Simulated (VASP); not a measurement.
Data:

```
MgSe
1.0
    0.00000     2.69160     2.69160
    2.69160     0.00000     2.69160
    2.69160     2.69160     0.00000
Mg Se
1 1
Direct
  0.00000   0.00000   0.00000
  0.50000   0.50000   0.50000
```

Level of theory: LDA (Ceperley-Alder, Perdew-Zunger), VASP's LDA PAW potentials (set 64) (plane waves; VASP 6.6.1). Numerical set-up: 500 eV cut-off, 9×9×9 Γ-centred mesh, Gaussian smearing of 0.050 eV, potentials Mg Se.

Energy and stress use the plane-wave basis of the starting cell.

**Question.** The ions, cell shape and volume at an external pressure of 5.0 GPa are relaxed. What does this cell relax into?

**Answer.** 
```
MgSe
1.0
    0.00000     2.63650     2.63650
    2.63650     0.00000     2.63650
    2.63650     2.63650     0.00000
Mg Se
1 1
Cartesian
  0.00000   0.00000   0.00000
  2.63650   2.63650   2.63650
```
Space group Fm-3m (225), at a tolerance of 0.03 Å.

**Question.** How do energy and volume change from the first to the last step?

**Answer.** The energy (σ→0) changes by +17.4 meV/atom and the volume by -6.0 %, in 3 ionic steps.

The compound is MgSe in the rock salt structure. This run relaxes it under an external pressure of 5 GPa. Symmetry was kept, so distortions that lower it aren't found.
